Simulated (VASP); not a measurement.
# BN (Qingsongite): excitons from the Bethe-Salpeter equation, part 3 of 4

What does the electron-hole attraction do to the spectrum of BN (Qingsongite)? The cell is of the zinc-blende type, one of the forms listed for this formula. The start is a cell from a database of measured crystal structures.

VASP 6.6.1, plane waves and PAW; the level of theory is named at each step.

So far. Step 3 (Empty bands): WAVECAR now holds 32 bands for 8 electrons. Its independent-particle dielectric tensor has xx, yy, zz = 4.7, 4.7, 4.7 on this mesh, which isn't tested for convergence in mesh or bands and lacks local fields. Step 4 (G0W0): GW takes the gap from 4.460 to 5.736 eV. The value holds for 32 bands, ENCUTGW = 100 eV and this mesh, and isn't shown to be converged in them.

### 5. BSE, Tamm-Dancoff

This step: BSE on G0W0 on PBE; plane waves and PAW (N_GW, B_GW) (VASP 6.6.1).

The Bethe-Salpeter equation adds the screened attraction of electron and hole to the quasiparticle pairs; ANTIRES = 0 leaves out the coupling to antiresonant pairs.

INCAR reads:

```
SYSTEM = BN
PREC = Accurate
ENCUT = 450
ISMEAR = 0
SIGMA = 0.01
LREAL = .FALSE.
GGA = PE
NBANDS = 32
ALGO = BSE
NBANDSO = 3
NBANDSV = 4
OMEGAMAX = 25
NEDOS = 1000
CSHIFT = 0.1
PRECFOCK = Fast
LWAVE = .FALSE.
LCHARG = .FALSE.
ENCUTGW = 100
ANTIRES = 0
```

POSCAR reads:

```
BN
1.0
    0.0000000000      1.8075000000      1.8075000000
    1.8075000000      0.0000000000      1.8075000000
    1.8075000000      1.8075000000      0.0000000000
N B
1 1
Direct
    0.7500000000      0.7500000000      0.7500000000
    0.0000000000      0.0000000000      0.0000000000
```

KPOINTS reads:

```
Automatic mesh
0
Gamma
10 10 10
0 0 0
```

The projector-augmented-wave data sets are N_GW and B_GW (PBE family, release 64).

On the command line:

```bash
mpirun -np 8 vasp_std
```

The program printed:

```text
[banner, memory and clock lines left out]
running    8 mpi-ranks, on    1 nodes
 distrk:  each k-point on    8 cores,    1 groups
 distr:  one band on    1 cores,    8 groups

 POSCAR found type information on POSCAR N B
 POSCAR found :  2 types and       2 ions
|                                                                             |
|           W    W    AA    RRRRR   N    N  II  N    N   GGGG   !!!           |
|           W    W   A  A   R    R  NN   N  II  NN   N  G    G  !!!           |
|           W    W  A    A  R    R  N N  N  II  N N  N  G       !!!           |
|           W WW W  AAAAAA  RRRRR   N  N N  II  N  N N  G  GGG   !            |
|           WW  WW  A    A  R   R   N   NN  II  N   NN  G    G                |
|           W    W  A    A  R    R  N    N  II  N    N   GGGG   !!!           |
|                                                                             |
|     For optimal performance we recommend to set                             |
|       NCORE = 2 up to number-of-cores-per-socket                            |
|     NCORE specifies how many cores store one orbital (NPAR=cpu/NCORE).      |
|     This setting can greatly improve the performance of VASP for DFT.       |
|     The default, NCORE=1 might be grossly inefficient on modern             |
|     multi-core architectures or massively parallel machines. Do your        |
|     Unfortunately you need to use the default for GW and RPA                |
|     calculations (for HF NCORE is supported but not extensively tested      |
|     yet).                                                                   |
|                                                                             |

|                                                                             |
|           W    W    AA    RRRRR   N    N  II  N    N   GGGG   !!!           |
|           W    W   A  A   R    R  NN   N  II  NN   N  G    G  !!!           |
|           W    W  A    A  R    R  N N  N  II  N N  N  G       !!!           |
|           W WW W  AAAAAA  RRRRR   N  N N  II  N  N N  G  GGG   !            |
|           WW  WW  A    A  R   R   N   NN  II  N   NN  G    G                |
|           W    W  A    A  R    R  N    N  II  N    N   GGGG   !!!           |
|                                                                             |
|     The default for ENCUTGWSOFT is different in this version of VASP.       |
|     please manually set ENCUTGWSOFT =100 in the INCAR file.                 |
|                                                                             |

 LDA part: xc-table for (Slater+PW92), standard interpolation
 found WAVECAR, reading the header
 POSCAR, INCAR and KPOINTS ok, starting setup
 FFT: planning ... GRIDC
 FFT: planning ... GRID_SOFT
 FFT: planning ... GRID
 reading WAVECAR
 the WAVECAR file was read successfully
 initial charge from wavefunction
 available memory per node:     88.30 GB, setting MAXMEM to     90421

 The Fermi energy was updated, please check that it is located mid-gap
 values below the HOMO (VB) or above the LUMO (CB) will cause erroneous energies
 E-fermi :   9.9181

 the WAVEDER file was read successfully
 responsefunction array rank=      32

 min. memory requirement per mpi rank     82.8 MB, per node    662.4 MB

 Doing            0  frequencies on each core in blocks of            0
 Found all WFULLXXXX.tmp files
 reading now WFULL0001.tmp
 reading now WFULL0002.tmp
 reading now WFULL0003.tmp
 reading now WFULL0004.tmp
 reading now WFULL0005.tmp
 reading now WFULL0006.tmp
 reading now WFULL0007.tmp
 reading now WFULL0008.tmp
 reading now WFULL0009.tmp
 reading now WFULL0010.tmp
 reading now WFULL0011.tmp
 reading now WFULL0012.tmp
 reading now WFULL0013.tmp
 reading now WFULL0014.tmp
 reading now WFULL0015.tmp
 reading now WFULL0016.tmp
 reading now WFULL0017.tmp
 reading now WFULL0018.tmp
 reading now WFULL0019.tmp
 reading now WFULL0020.tmp
 reading now WFULL0021.tmp
 reading now WFULL0022.tmp
 reading now WFULL0023.tmp
 reading now WFULL0024.tmp
 reading now WFULL0025.tmp
 reading now WFULL0026.tmp
 reading now WFULL0027.tmp
 reading now WFULL0028.tmp
 reading now WFULL0029.tmp
 reading now WFULL0030.tmp
 reading now WFULL0031.tmp
 reading now WFULL0032.tmp
 reading now WFULL0033.tmp
 reading now WFULL0034.tmp
 reading now WFULL0035.tmp
 reading now WFULL0036.tmp
 reading now WFULL0037.tmp
 reading now WFULL0038.tmp
 reading now WFULL0039.tmp
 reading now WFULL0040.tmp
 reading now WFULL0041.tmp
 reading now WFULL0042.tmp
 reading now WFULL0043.tmp
 reading now WFULL0044.tmp
 reading now WFULL0045.tmp
 reading now WFULL0046.tmp
 reading now WFULL0047.tmp
 parallelization over k-points
 Using distributed matrix
 Using distributed eigensolver
 allocating two-electron 4 orbital integral table    3    4    3    4
 BSE setting up matrix
 available memory per node:     90.14 GB, setting MAXMEM to     92303
 Calculate matrix elements of the BSE Hamiltonian:
 Workload is divided into blocks of two-electron 4 orbital integrals computed in
  parallel.
 Each block/integral has dimensions  of (   3,   4,   3,   4) orbitals
 Total number of blocks/integrals:               500500
 Number of spins:                                     1
 Number of kpoints:                                1000
 Spin channel:                                        1
  Number of blocks of unoccupied bands:               1
  Number of blocks of occupied bands:                 1
 Number of rows/columns of blocks:                 1000

                                                        Time (sec)
               Integrals                 Ranks       Real         CPU
  [         1 -       8000/    500500]     8         6.20        0.00
  [      8001 -      16000/    500500]     8        13.25        0.00
  [     16001 -      24000/    500500]     8        18.34        0.00
  [     24001 -      32000/    500500]     8        22.48        0.00
  [     32001 -      40000/    500500]     8        29.35        0.00
  [     40001 -      48000/    500500]     8        33.27        0.00
  [     48001 -      56000/    500500]     8        42.12        0.00
  [     56001 -      64000/    500500]     8        55.59        0.00
  [     64001 -      72000/    500500]     8        61.27        0.00
  [     72001 -      80000/    500500]     8        66.05        0.00
  [     80001 -      88000/    500500]     8        70.17        0.00
  [     88001 -      96000/    500500]     8        74.43        0.00
  [     96001 -     104000/    500500]     8        78.61        0.00
  [    104001 -     112000/    500500]     8        82.65        0.00
  [    112001 -     120000/    500500]     8        86.75        0.00
  [    120001 -     128000/    500500]     8        90.84        0.00
  [    128001 -     136000/    500500]     8        95.24        0.00
  [    136001 -     144000/    500500]     8        99.78        0.00
  [    144001 -     152000/    500500]     8       109.79        0.00
  [    152001 -     160000/    500500]     8       114.90        0.00
  [    160001 -     168000/    500500]     8       117.50        0.00
  [    168001 -     176000/    500500]     8       119.98        0.00
  [    176001 -     184000/    500500]     8       122.56        0.00
  [    184001 -     192000/    500500]     8       125.12        0.00
  [    192001 -     200000/    500500]     8       132.27        0.00
  [    200001 -     208000/    500500]     8       140.66        0.00
  [    208001 -     216000/    500500]     8       146.81        0.00
  [    216001 -     224000/    500500]     8       154.59        0.00
  [    224001 -     232000/    500500]     8       161.08        0.00
  [    232001 -     240000/    500500]     8       168.96        0.00
  [    240001 -     248000/    500500]     8       176.00        0.00
  [    248001 -     256000/    500500]     8       179.39        0.00
  [    256001 -     264000/    500500]     8       181.76        0.00
  [    264001 -     272000/    500500]     8       184.20        0.00
  [    272001 -     280000/    500500]     8       187.15        0.00
  [    280001 -     288000/    500500]     8       194.83        0.00
  [    288001 -     296000/    500500]     8       202.15        0.00
  [    296001 -     304000/    500500]     8       208.24        0.00
  [    304001 -     312000/    500500]     8       217.80        0.00
  [    312001 -     320000/    500500]     8       223.94        0.00
  [    320001 -     328000/    500500]     8       231.85        0.00
  [    328001 -     336000/    500500]     8       238.19        0.00
  [    336001 -     344000/    500500]     8       246.33        0.00
  [    344001 -     352000/    500500]     8       252.87        0.00
  [    352001 -     360000/    500500]     8       259.49        0.00
  [    360001 -     368000/    500500]     8       266.87        0.00
  [    368001 -     376000/    500500]     8       272.95        0.00
  [    376001 -     384000/    500500]     8       279.59        0.00
  [    384001 -     392000/    500500]     8       286.94        0.00
  [    392001 -     400000/    500500]     8       294.56        0.00
  [    400001 -     408000/    500500]     8       301.03        0.00
  [    408001 -     416000/    500500]     8       305.43        0.00
  [    416001 -     424000/    500500]     8       309.45        0.00
  [    424001 -     432000/    500500]     8       318.33        0.00
  [    432001 -     440000/    500500]     8       332.08        0.00
  [    440001 -     448000/    500500]     8       337.87        0.00
  [    448001 -     456000/    500500]     8       342.67        0.00
  [    456001 -     464000/    500500]     8       346.81        0.00
  [    464001 -     472000/    500500]     8       351.09        0.00
  [    472001 -     480000/    500500]     8       357.38        0.00
  [    480001 -     488000/    500500]     8       362.26        0.00
  [    488001 -     496000/    500500]     8       368.40        0.00
  [    496001 -     500000/    500500]     8       372.78        0.00
  [    500001 -     500500/    500500]     8       373.75        0.00

 BSE redistributing all elements
 BSE diagonalizing matrix PDSYEVX_ZHEEVX_DESC
 BSE calculating oscillator strength
```

Wall time 15 min (8 MPI ranks of AMD EPYC 7R43, shared host); peak memory 6.7 GiB; 2 h of CPU time.

OUTCAR, selected parts (step 5):

```text
   NELECT =       8.0000    total number of electrons

 E-fermi :   9.9181

[... 8 parts as in an earlier step ...]

[... 2 further parts left out ...]
```

Numbers from this step:

```
lowest excitation                     : 10.35 eV
direct gap less the lowest excitation : 0.4622 eV
```

The imaginary dielectric function, xx has structure finer than the step of the table below, so its rows give means over 1 eV, whole bins alone (the curve runs from 0 to 25 eV). Peaks (eV: height): 10.6: 30.2, 12.1: 22.0, 13.1: 11.9.

From 3 filled and 4 empty bands alone, without any pair above OMEGAMAX = 25 eV, so strength is missing wherever others contribute; lines are broadened by CSHIFT, which also makes the tail under the first line. Table of imaginary dielectric function, xx by photon energy; means over each step:

photon energy (eV), imaginary dielectric function, xx and a bar:
```
        1        0.0 
        2        0.0 
        3        0.0 
        4        0.0 
        5        0.0 
        6        0.1 
        7        0.1 
        8        0.2 
        9        0.4 #
       10        6.1 ##########
       11       18.5 ##############################
       12       14.6 ########################
       13        9.1 ###############
       14        4.9 ########
       15        3.7 ######
       16        2.7 ####
       17        2.0 ###
       18        1.4 ##
       19        1.4 ##
       20        0.8 #
       21        0.4 #
       22        0.5 #
       23        0.3 #
       24        0.2
```

Some of the lowest 40 states alone, with states under 2.5 meV apart joined, scaled to the strongest line shown. Lines of the exciton spectrum (strongest = 100):

```tsv
position (eV)	lines merged	oscillator strength
10.349	3	60
10.352	3	0.0
10.364	2	0.0
10.382	1	0.0
10.584	3	100
10.611	3	0.0
10.640	3	0.5
10.655	3	0.0
10.674	2	0.0
10.724	1	0.0
10.727	3	16
10.736	3	0.0
10.739	3	23
10.846	3	36
```

The lowest excitation lies at 10.349 eV, -462 meV against the direct gap of these orbitals. No second mesh in this session tests these energies, peaks and heights.

[end of part 3 of 4]

[Lines on the potential files, build, host, timing and source positions are cut from VASP's logs without a mark.]

[Logs are printed without paths, hosts, clocks, repeated set-up lines and the standing remarks that a program may print on its own settings, such as how far it seeks lower states.]

[Hosts, paths, dates, database ids (printed as entryN), source tags and the programs' standing remarks are cut or masked in the printed files.]

[Pressures printed for these runs are not shown converged in the cutoff: they can be off by several GPa and have the wrong sign.]
